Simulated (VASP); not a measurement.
Here is the system:

```yaml
crystal:
  lattice:
    - [0.00000, 3.27609, 3.27609]
    - [3.27609, 0.00000, 3.27609]
    - [3.27609, 3.27609, 0.00000]
  atoms:
    - { symbol: Te, position: [0.50000, 0.50000, 0.50000] }
    - { symbol: Pb, position: [0.00000, 0.00000, 0.00000] }
```

Method: optB88-vdW, VASP's PBE PAW potentials (set 64) (plane waves; VASP). Settings: 520 eV cut-off, Gaussian smearing of 0.050 eV, potentials Te Pb_d.

Unless said otherwise, spin-orbit coupling is left out, though it shifts the bands of the heavy elements here.

### Question
Give the energies of bands 7 to 13 at the high-symmetry points, in eV from the valence-band maximum.

### Answer

| band | Γ | X | U | L | W |
|---|---|---|---|---|---|
| 7 | -5.80 | -7.32 | -7.89 | -8.43 | -7.92 |
| 8 | -1.16 | -4.11 | -3.75 | -0.72 | -3.44 |
| 9 | -1.16 | -2.52 | -2.04 | -0.72 | -3.44 |
| 10 | -1.16 | -2.52 | -1.88 | 0.00 | -0.27 |
| 11 | 3.97 | 3.62 | 3.54 | 0.84 | 1.70 |
| 12 | 3.97 | 5.26 | 3.71 | 1.37 | 5.24 |
| 13 | 3.97 | 5.26 | 5.29 | 1.37 | 5.24 |

The gap is direct, 0.84 eV, from the valence maximum at L to the conduction minimum at L.

The compound is PbTe in the rock salt structure. It was relaxed first.
